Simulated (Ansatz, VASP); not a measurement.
## KMgF3: VASP beside Ansatz

One calculation is typed for both programs; each brings its own data sets and cutoff. How far apart do they land?

Method: plane waves, with VASP 6.6.1 beside it; relaxation of cell and atoms at PBEsol, in Ansatz 0.2.0.

### Step 1. Set-up

Symmetry: Pm-3m, No. 221, cubic system. The conventional cell has a = 3.986 Å, b = 3.986 Å, c = 3.986 Å, α = 90.00°, β = 90.00°, γ = 90.00°. K has 12 F at 2.82 Å nearest. Nearest to Mg lie 6 F at 1.99 Å. F has 2 Mg at 1.99 Å and 4 K at 2.82 Å nearest. Farther neighbours and most contacts between anions are not listed.

Coordinates:

```cif
data_structure
_symmetry_space_group_name_H-M 'Pm-3m'
_symmetry_Int_Tables_number 221
_cell_length_a 3.9859
_cell_length_b 3.9859
_cell_length_c 3.9859
_cell_angle_alpha 90.000
_cell_angle_beta 90.000
_cell_angle_gamma 90.000
_cell_volume 63.33
loop_
_atom_site_label
_atom_site_type_symbol
_atom_site_symmetry_multiplicity
_atom_site_Wyckoff_symbol
_atom_site_fract_x
_atom_site_fract_y
_atom_site_fract_z
_atom_site_occupancy
K1 K 1 b 0.50000 0.50000 0.50000 1
Mg1 Mg 1 a 0.00000 0.00000 0.00000 1
F1 F 3 d 0.00000 0.00000 0.50000 1
```

### Step 2. Ansatz: relaxation of cell and atoms, PBEsol

Ansatz runs on its default PAW (the set named soft_2) files.

The relaxed volume is the usual yardstick between codes: its relative difference is about their pressure difference at one cell divided by the bulk modulus.

input.yaml reads:

```yaml
crystal:
  lattice:
    - [3.9859, 0.0, 0.0]
    - [0.0, 3.9859, 0.0]
    - [0.0, 0.0, 3.9859]
  atoms:
    - { symbol: K, position: [0.5, 0.5, 0.5] }
    - { symbol: Mg, position: [0.0, 0.0, 0.0] }
    - { symbol: F, position: [0.0, 0.0, 0.5] }
    - { symbol: F, position: [0.0, 0.5, 0.0] }
    - { symbol: F, position: [0.5, 0.0, 0.0] }
hamiltonian:
  xc: pbesol
  pseudopotentials: { kind: paw }
kpoints:
  mp_grid: { grid: [5, 5, 5] }
scf:
  occupations: { method: gaussian, width: 0.05 }
relax:
  f_tol: 0.01
  max_steps: 60
  cell: { stress_tol: 0.05 }
output:
  forces: true
  stress: true
```

Run with:

```sh
$ ansatz run input.yaml --threads 4 --pin off --max-ram 9216MiB --backend cpu --events-out ev --progress --plain --runs-dir out
```

Numbers of over 12 decimals in the logs are rounded to 6 here.

Log:

```text
Engine: ansatz 0.2.0, x86_64-unknown-linux-gnu
Pseudopotentials: kind: paw
Pseudopotential: K, paw, valence charge 9, recommended cutoff 420 eV (normal), K.paw.azcp
Pseudopotential: Mg, paw, valence charge 10, recommended cutoff 420 eV (normal), Mg.paw.azcp
Pseudopotential: F, paw, valence charge 7, recommended cutoff 420 eV (normal), F.paw.azcp
Functional definition: PBEsol
  exchange = pbesol_x
  correlation = pbesol_c
Crystal: 5 atoms, lattice volume = 63.326 Å³
Basis set: ecut = 420 eV, 1237 PW (Γ), exchange–correlation on 54×54×54 points (8 copies of the dense FFT grid, shifted against one another)
Bands: 25, of which v1, the nominal top of the filled ones, is band 20 counted from 1 (19 counted from 0)
Symmetry: 48 space group operations
Space group: Pm-3m (ITA 221), of the structure as read, at distance tolerance 4.0e-5 Å
k-points: 10 of 125
Non-local potential: K, projectors of the file, l = 0: 3, l = 1: 2, l = 2: 2
Non-local potential: Mg, projectors of the file, l = 0: 3, l = 1: 2, l = 2: 1
Non-local potential: F, projectors of the file, l = 0: 2, l = 1: 2, l = 2: 1
PAW form: soft (Blöchl's): semilocal exchange-correlation on the pseudo side does not see the compensation charge
PAW frozen core: K, regenerated for the run's functional, and the local potential with it (the file was generated under x = pbe(κ = 0.804, μ = 0.219515), c = pbe(β = 0.066725))
PAW frozen core: Mg, regenerated for the run's functional, and the local potential with it (the file was generated under x = pbe(κ = 0.804, μ = 0.219515), c = pbe(β = 0.066725))
PAW frozen core: F, regenerated for the run's functional, and the local potential with it (the file was generated under x = pbe(κ = 0.804, μ = 0.219515), c = pbe(β = 0.066725))
PAW one-centre angular grid: K, 110 points (default); XC on 64 Gauss nodes
PAW one-centre angular grid: Mg, 110 points (default); XC on 64 Gauss nodes
PAW one-centre angular grid: F, 110 points (default); XC on 64 Gauss nodes
Initial density: superposition of atomic densities (neutral atoms: chi_scale 0, normalization atom), corrected by the library's trained network
Initial wavefunctions: pseudopotential atomic-orbital guess
Functional: x = pbesol(κ = 0.804, μ = 0.123457), c = pbesol(β = 0.046)
SCF iter   1: F=—  HF=-5837.516512 eV  |F-HF|=—  |Δ(HF+E_count)|=         —  Δρ=1.37e-2  dr2=7.35e-2  ethr=1.77e-3  ⟨swp⟩=5.7  Hψ=1221  notcnv=0
preconditioner: auto → Resta (q_TF=auto, 2.527 Å⁻¹)  ε∞=2.9  [insulator: Δε(μ)=7.047 eV  Ē_g=18.974 eV  σ=0.050 eV  W_gap=1.00  n_scr=18 (ndim 8)  ℏωp=26.4 eV  f_vac=0.032  D(μ)=0.00/eV (n_scr^D=0)  ε∞_Penn≈2.9]
SCF iter   2: F=—  HF=-5837.493428 eV  |F-HF|=—  |Δ(HF+E_count)|=   2.31e-2  Δρ=2.37e-3  dr2=1.33e-3  ethr=1.84e-4  ⟨swp⟩=2.0  Hψ=516  notcnv=0  defer=9
SCF iter   3: F=—  HF=-5837.493134 eV  |F-HF|=—  |Δ(HF+E_count)|=   2.94e-4  Δρ=9.08e-4  dr2=3.36e-4  ethr=3.32e-6  ⟨swp⟩=2.1  Hψ=398  notcnv=0  defer=9
SCF iter   4: F=—  HF=-5837.493168 eV  |F-HF|=—  |Δ(HF+E_count)|=   3.31e-5  Δρ=2.42e-4  dr2=2.42e-5  ethr=8.40e-7  ⟨swp⟩=2.0  Hψ=274  notcnv=0  defer=9
SCF iter   5: F=—  HF=-5837.493292 eV  |F-HF|=—  |Δ(HF+E_count)|=   1.24e-4  Δρ=3.74e-5  dr2=7.06e-7  ethr=6.05e-8  ⟨swp⟩=2.0  Hψ=421  notcnv=0  defer=9
SCF iter   6: F=-5837.493293 eV  HF=-5837.493293 eV  |F-HF|=6.47e-8  |Δ(HF+E_count)|=   8.26e-7  Δρ=7.64e-6  dr2=3.27e-8  ethr=2.50e-10  ⟨swp⟩=4.5  Hψ=871  notcnv=0
SCF 1 converged in 6 iterations: F = -5837.493293 eV  dr2 = 3.27e-8
  greatest PAW one-centre occupation: 1.000 electrons in one spin orbital (limit 2), on the Mg atom at site 1 (counted from 0), in its partial waves of l = 0
relax step   1: F+E_penalty+E_count = -5837.49329269 eV  Δ(F+E_penalty+E_count) = +0.000e0 eV  max|allowed force component| = 8.425e-29 eV/Å  Δτ_max = 0.0000 Å  P = +0.306 GPa  Ω = 63.326 Å³  (6 SCF iters, dr2 threshold 1.00e-7 eV, accepted)
[...]
relax step   2: F+E_penalty+E_count = -5837.49304975 eV  Δ(F+E_penalty+E_count) = +2.429e-4 eV  max|allowed force component| = 4.339e-30 eV/Å  Δτ_max = 0.0000 Å  P = +0.159 GPa  Ω = 63.441 Å³  energy of the carried Pulay correction = -4.103e-4 eV  (4 SCF iters, dr2 threshold 2.35e-7 eV, accepted)
[...]
relax step   3: F+E_penalty+E_count = -5837.49266790 eV  Δ(F+E_penalty+E_count) = +3.819e-4 eV  max|allowed force component| = 2.090e-30 eV/Å  Δτ_max = 0.0000 Å  P = +0.001 GPa  Ω = 63.566 Å³  energy of the carried Pulay correction = -8.542e-4 eV  (4 SCF iters, dr2 threshold 6.32e-8 eV, accepted)
[...]
relax step   4: F+E_penalty+E_count = -5837.49300203 eV  Δ(F+E_penalty+E_count) = -3.341e-4 eV  max|allowed force component| = 3.119e-30 eV/Å  Δτ_max = 0.0000 Å  P = +0.028 GPa  Ω = 63.566 Å³  stress off target by 2.83e-2 GPa  SCF on the basis re-selected at this cell (its energy is not comparable with the rows above)  (7 SCF iters)
basis re-selected at this cell: Δ(F+E_penalty+E_count) = -3.341e-4 eV, ΔP = +0.028 GPa vs the last step (what re-selecting the basis moved, of the pressure what is left beyond the Pulay correction that the steps carried, after the strain that the cell walked since its last selection, with what the two solves' SCF thresholds leave and, on support functions, any second-order correction that the steps lacked; it is no m [...]
SCF converged after 7 iterations
Free energy (F): -5837.493002 eV
Harris-Foulkes:  -5837.493002 eV  (|F-HF|=1.36e-11)
Internal energy: -5837.493002 eV  (E = F + TS)
E sigma→0 (E₀):  -5837.493002 eV
Fermi energy:    6.236529 eV
--- Per-component energies (eV) ---
  E_band       = -502.222087
  E_kinetic    = 953.620543
  E_local      = -3733.363192  (includes V_loc(G=0)·N_el)
  E_nonlocal   = 330.540623
  E_hartree    = 1354.639353
  E_xc         = -400.899316
  E_vxc        = -508.905604  (∫ρ·V_xc dr)
  E_paw        = -1624.130864  (= ΣΔE_a)
  E_vpaw       = -253.399254  (= ΣTr[D̂ρ^β])
  E_aug_tail   = 0.006078  (compensation charges beyond the density's cutoff)
  E_ewald      = -2718.200302
  E_core_change = 0.294075  (= ΣΔE_core)
  E_smearing   = -0.000000  (= −TS)
  E_closure    = -0.000000  (closes the sum)
  Σ components = -5837.493002   (vs F -5837.493002, Δ=0.00e0)
--- Forces (eV/Å), atoms counted from 1 ---
  atom   1  K      0.00000000    -0.00000000     0.00000000
  atom   2  Mg    -0.00000000    -0.00000000    -0.00000000
  atom   3  F     -0.00000000     0.00000000     0.00000000
  atom   4  F     -0.00000000    -0.00000000     0.00000000
  atom   5  F      0.00000000    -0.00000000     0.00000000
  max |Σ_I F_I| component: 5.44e-30 eV/Å
--- Stress (GPa, compression-positive) ---
        0.028314      -0.000000      -0.000000
        0.000000       0.028314      -0.000000
       -0.000000      -0.000000       0.028314
  P = ⅓ Tr σ = 0.0283 GPa (0.283 kbar)
--- Relaxed structure (3 steps of the walk, 3 accepted, 1 SCFs on fresh bases) ---
  F+E_penalty+E_count = -5837.49300203 eV   max|allowed force component| = 3.119e-30 eV/Å   (the final SCF, on the basis selected at the relaxed cell)
  cell:  # Å, volume = 63.5661 Å³
    - [3.990940, 0, 0]
    - [0, 3.990940, 0.0]
    - [0, 0.0, 3.990940]
  atoms:
    - { symbol: K, position: [0.5, 0.5, 0.5] }
    - { symbol: Mg, position: [0, 0, 0] }
    - { symbol: F, position: [0, 0, 0.5] }
    - { symbol: F, position: [0, 0.5, 0] }
    - { symbol: F, position: [0.5, 0, 0] }
```

Wall time 0.93 s (4 threads of Intel Xeon 6975P-C (Granite Rapids), shared host); peak memory 0.37 GiB; 2.6 s of CPU time.

### Step 3. VASP: relaxation of cell and atoms, PBEsol

The same cell, functional, mesh and smearing now go to VASP, with its own data sets and cutoff.

Lines of VASP's logs that name or quote its potential files are left out, and so is its time.

INCAR reads:

```
SYSTEM = KMgF3
PREC = Accurate
ENCUT = 520
EDIFF = 1E-06
NELM = 120
ISMEAR = 0
SIGMA = 0.05
LREAL = .FALSE.
ALGO = Normal
GGA = PS
NBANDS = 21
LORBIT = 11
LWAVE = .FALSE.
LCHARG = .FALSE.
KPAR = 4
IBRION = 2
NSW = 40
ISIF = 3
EDIFFG = -0.02
POTIM = 0.4
```

POSCAR reads:

```
KMgF3
1.0
    3.9859000000      0.0000000000      0.0000000000
    0.0000000000      3.9859000000      0.0000000000
    0.0000000000      0.0000000000      3.9859000000
K Mg F
1 1 3
Direct
    0.5000000000      0.5000000000      0.5000000000
    0.0000000000      0.0000000000      0.0000000000
    0.0000000000      0.0000000000      0.5000000000
    0.0000000000      0.5000000000      0.0000000000
    0.5000000000      0.0000000000      0.0000000000
```

KPOINTS reads:

```
Automatic mesh
0
Gamma
5 5 5
0 0 0
```

PAW data sets: K_pv, Mg and F (PBE family, release 64).

Run with:

```sh
$ mpirun -np 4 vasp_std
```

Log:

```text
[banner, memory and clock lines left out]
running    4 mpi-ranks, on    1 nodes
 distrk:  each k-point on    1 cores,    4 groups
 distr:  one band on    1 cores,    1 groups

 POSCAR found type information on POSCAR K MgF
 POSCAR found :  3 types and       5 ions
|                                                                             |
|               ----> ADVICE to this user running VASP <----                  |
|                                                                             |
|     You enforced a specific xc type in the INCAR file but a different       |
|     [... a line on the potential file left out ...]
|     I HOPE YOU KNOW WHAT YOU ARE DOING!                                     |
|                                                                             |

 LDA part: xc-table for (Slater+PW92), standard interpolation
 POSCAR, INCAR and KPOINTS ok, starting setup
 FFT: planning ... GRIDC
 FFT: planning ... GRID_SOFT
 FFT: planning ... GRID
 WAVECAR not read
 entering main loop
       N       E                     dE             d eps       ncg     rms          rms(c)
DAV:   1     0.225659560146E+03    0.22566E+03   -0.15485E+04   420   0.137E+03
DAV:   2    -0.135860596843E+02   -0.23925E+03   -0.22966E+03   541   0.335E+02
DAV:   3    -0.269428139490E+02   -0.13357E+02   -0.13333E+02   510   0.831E+01
DAV:   4    -0.270430004255E+02   -0.10019E+00   -0.10018E+00   460   0.789E+00
DAV:   5    -0.270436667579E+02   -0.66633E-03   -0.66633E-03   511   0.617E-01    0.809E+00
DAV:   6    -0.252002060938E+02    0.18435E+01   -0.68649E+00   483   0.199E+01    0.364E+00
DAV:   7    -0.251867791761E+02    0.13427E-01   -0.24370E-01   478   0.307E+00    0.214E+00
DAV:   8    -0.251783070139E+02    0.84722E-02   -0.62466E-02   486   0.267E+00    0.346E-01
DAV:   9    -0.251769909404E+02    0.13161E-02   -0.11609E-02   540   0.793E-01    0.942E-02
DAV:  10    -0.251772887558E+02   -0.29782E-03   -0.78565E-04   440   0.210E-01    0.529E-02
DAV:  11    -0.251772650521E+02    0.23704E-04   -0.10213E-04   485   0.755E-02    0.199E-02
DAV:  12    -0.251772667986E+02   -0.17465E-05   -0.95770E-06   443   0.224E-02    0.321E-03
DAV:  13    -0.251772668373E+02   -0.38687E-07   -0.58585E-07   360   0.563E-03
   1 F= -.25177267E+02 E0= -.25177267E+02  d E =-.251773E+02
 curvature:   0.00 expect dE= 0.000E+00 dE for cont linesearch  0.000E+00
 trial: gam= 0.00000 g(F)=  0.000E+00 g(S)=  0.132E-02 ort = 0.000E+00 (trialstep = 0.100E+01)
 search vector abs. value=  0.132E-02
 bond charge predicted
       N       E                     dE             d eps       ncg     rms          rms(c)
DAV:   1    -0.251868243718E+02   -0.95576E-02   -0.15258E-01   465   0.330E+00    0.742E-01
DAV:   2    -0.251785163248E+02    0.83080E-02   -0.37193E-02   475   0.137E+00    0.108E-01
DAV:   3    -0.251782421995E+02    0.27413E-03   -0.51727E-04   440   0.195E-01    0.609E-02
DAV:   4    -0.251781311924E+02    0.11101E-03   -0.13453E-04   475   0.103E-01    0.230E-02
DAV:   5    -0.251781263074E+02    0.48851E-05   -0.13124E-05   478   0.254E-02    0.518E-03
DAV:   6    -0.251781254938E+02    0.81353E-06   -0.59747E-07   255   0.609E-03
   2 F= -.25178125E+02 E0= -.25178125E+02  d E =-.858657E-03
 trial-energy change:   -0.000859  1 .order   -0.000848   -0.001319   -0.000378
 step:   1.3676(harm=  1.4012)  dis= 0.00000  next Energy=   -25.178195 (dE=-0.929E-03)
 reached required accuracy - stopping structural energy minimisation
```

From OUTCAR (step 3):

```text
ion  position               nearest neighbor table
   1  0.500  0.500  0.500-   3 2.82   4 2.82   5 2.82   4 2.82   5 2.82   3 2.82   5 2.82   5 2.82
                             3 2.82   4 2.82   4 2.82   3 2.82   2 3.45   2 3.45   2 3.45   2 3.45
   2  0.000  0.000  0.000-   3 1.99   4 1.99   5 1.99   3 1.99   4 1.99   5 1.99   1 3.45   1 3.45
                             1 3.45   1 3.45   1 3.45   1 3.45   1 3.45   1 3.45
   3  0.000  0.000  0.500-   2 1.99   2 1.99   1 2.82   1 2.82   1 2.82   1 2.82
   4  0.000  0.500  0.000-   2 1.99   2 1.99   1 2.82   1 2.82   1 2.82   1 2.82
   5  0.500  0.000  0.000-   2 1.99   2 1.99   1 2.82   1 2.82   1 2.82   1 2.82

  LATTYP: Found a simple cubic cell.
 ALAT       =     3.9859000000

 Subroutine GETGRP returns: Found 48 space group operations
 (whereof 48 operations were pure point group operations)

The static configuration has the point symmetry O_h .

 Found     10 irreducible k-points:

   k-points           NKPTS =     10   k-points in BZ     NKDIM =     10   number of bands    NBANDS=     21

   dimension x,y,z NGX =    30 NGY =   30 NGZ =   30
   dimension x,y,z NGXF=    60 NGYF=   60 NGZF=   60

   ENCUT  =  520.0 eV  38.22 Ry    6.18 a.u.   7.41  7.41  7.41*2*pi/ulx,y,z

   NELECT =      30.0000    total number of electrons

 k-points in reciprocal lattice and weights: Automatic mesh
   0.00000000  0.00000000  0.00000000       0.008
   0.20000000  0.00000000  0.00000000       0.048
   0.40000000  0.00000000  0.00000000       0.048
   0.20000000  0.20000000  0.00000000       0.096
   0.40000000  0.20000000  0.00000000       0.192
   0.40000000  0.40000000  0.00000000       0.096
   0.20000000  0.20000000  0.20000000       0.064
   0.40000000  0.20000000  0.20000000       0.192
   0.40000000  0.40000000  0.20000000       0.192
   0.40000000  0.40000000  0.40000000       0.064

 average (electrostatic) potential at core
       1 -12.3674       2 -39.2982       3 -78.6856       4 -78.6856       5 -78.6856

 E-fermi :  -2.7342

 k-point     1 :       0.0000    0.0000    0.0000
  band No.  band energies     occupation
    ...
     11      -3.5954      2.00000
     12      -3.5954      2.00000
     13      -3.2980      2.00000
     14      -3.2980      2.00000
     15      -3.2980      2.00000
     16       4.1051      0.00000
     17       6.9757      0.00000
     18       6.9757      0.00000
     19       9.2556      0.00000
     20       9.2556      0.00000
    ...

 k-point     2 :       0.2000    0.0000    0.0000
  band No.  band energies     occupation
    ...
     11      -3.6750      2.00000
     12      -3.6750      2.00000
     13      -3.6646      2.00000
     14      -3.3712      2.00000
     15      -3.3712      2.00000
     16       4.7902      0.00000
     17       7.3298      0.00000
     18       7.3806      0.00000
     19       9.4618      0.00000
     20       9.4681      0.00000
    ...

 k-point     3 :       0.4000    0.0000    0.0000
  band No.  band energies     occupation
    ...
     11      -3.8212      2.00000
     12      -3.8136      2.00000
     13      -3.8136      2.00000
     14      -3.4843      2.00000
     15      -3.4843      2.00000
     16       6.3238      0.00000
     17       7.6387      0.00000
     18       7.9496      0.00000
     19       9.8195      0.00000
     20       9.8195      0.00000
    ...

  Total        0.0683247      0.0683247      0.0683247      0.0000000      0.0000000     -0.0000000
  in kB        1.7191415      1.7191415      1.7191415      0.0000000      0.0000000     -0.0000000
  external PRESSURE =       1.7191415 kB  Pullay stress =       0.0000000 kB

  energy-cutoff  :      520.00
  volume of cell :       63.68
      direct lattice vectors                 reciprocal lattice vectors
     3.993242219 -0.000000000 -0.000000000     0.250423076  0.000000000  0.000000000
    -0.000000000  3.993242219 -0.000000000     0.000000000  0.250423076 -0.000000000
    -0.000000000  0.000000000  3.993242219     0.000000000  0.000000000  0.250423076

 POSITION                                       TOTAL-FORCE (eV/Angst)
 -----------------------------------------------------------------------------------
      1.99662      1.99662      1.99662         0.000000      0.000000      0.000000
      0.00000      0.00000      0.00000        -0.000000     -0.000000      0.000000
     -0.00000      0.00000      1.99662        -0.000000      0.000000      0.000000
     -0.00000      1.99662     -0.00000        -0.000000     -0.000000      0.000000
      1.99662     -0.00000     -0.00000        -0.000000     -0.000000      0.000000
 -----------------------------------------------------------------------------------
    total drift:                                0.000000     -0.000000      0.000000

  FREE ENERGIE OF THE ION-ELECTRON SYSTEM (eV)
  ---------------------------------------------------
  free  energy   TOTEN  =       -25.1781254938 eV

  energy  without entropy=      -25.1781254938  energy(sigma->0) =      -25.17812549

 reached required accuracy - stopping structural energy minimisation

 total charge
# of ion       s       p       d       tot
------------------------------------------
    1        0.069   6.118   0.085   6.272
    2        0.127   0.161   0.079   0.366
    3        1.728   4.394   0.000   6.122
    4        1.728   4.394   0.000   6.122
    5        1.728   4.394   0.000   6.122
--------------------------------------------------
tot          5.380  19.461   0.163  25.004

[... 3 further parts left out ...]
```

CONTCAR:

```
KMgF3
   1.00000000000000
     3.9932422191512269   -0.0000000000000000   -0.0000000000000000
    -0.0000000000000000    3.9932422191512269   -0.0000000000000000
    -0.0000000000000000    0.0000000000000000    3.9932422191512269
  K               Mg              F
     1     1     3
Direct
     0.5000000000000000    0.5000000000000000    0.5000000000000000
     0.0000000000000000    0.0000000000000000    0.0000000000000000
     0.0000000000000000    0.0000000000000000    0.5000000000000000
     0.0000000000000000    0.5000000000000000    0.0000000000000000
     0.5000000000000000    0.0000000000000000    0.0000000000000000
```

The PAW data sets were made with PBE, which is usual practice but a small mismatch for other functionals.

### Step 4. Differences

Known differences besides the potentials themselves: both relaxations stop at a tolerance, which leaves soft axes loose, and VASP keeps its plane-wave basis; the data sets hold 40 valence electrons in Ansatz (default PAW (the set named soft_2) files) and 30 in VASP; the cutoff is 420 eV in Ansatz and 520 eV in VASP; Ansatz makes its cores anew for this functional, VASP keeps those of its PBE data sets; VASP leaves aspherical gradient terms in its spheres out (LASPH is not set), Ansatz keeps them; Ansatz adds a Pulay correction to the stress that steers its cell, VASP none. Total energies have different zeros and are not compared.

Compared:

```tsv
quantity	Ansatz	VASP	difference
volume (Å³)	63.57	63.68	-0.17 %
edge a after relaxation, in the typed setting (Å)	3.991	3.993	-0.06 %
```

The walks stopped with 0.03 GPa left in Ansatz and 0.17 GPa in VASP; each walk ends within a tolerance, so the volume difference is uncertain by about these residues over the bulk modulus, most in soft cells.

### Step 5. What came out

```
difference in volume (relaxation of cell and atoms, PBEsol) : -0.17 %
```

The difference in volume is -0.17 % (relaxation of cell and atoms, PBEsol), within the 1.2 % picked in this series as the mark of a large difference, as far as the stopping tolerances let one tell. How closely two codes agree says nothing of how well the functional describes the real material.

[Lines on the potential files, build, host, timing and source positions are cut from VASP's logs without a mark.]

[Logs are printed without paths, hosts, clocks, repeated set-up lines and the standing remarks that a program may print on its own settings, such as how far it seeks lower states.]

[Hosts, paths, dates, database ids (printed as entryN), source tags and the programs' standing remarks are cut or masked in the printed files.]
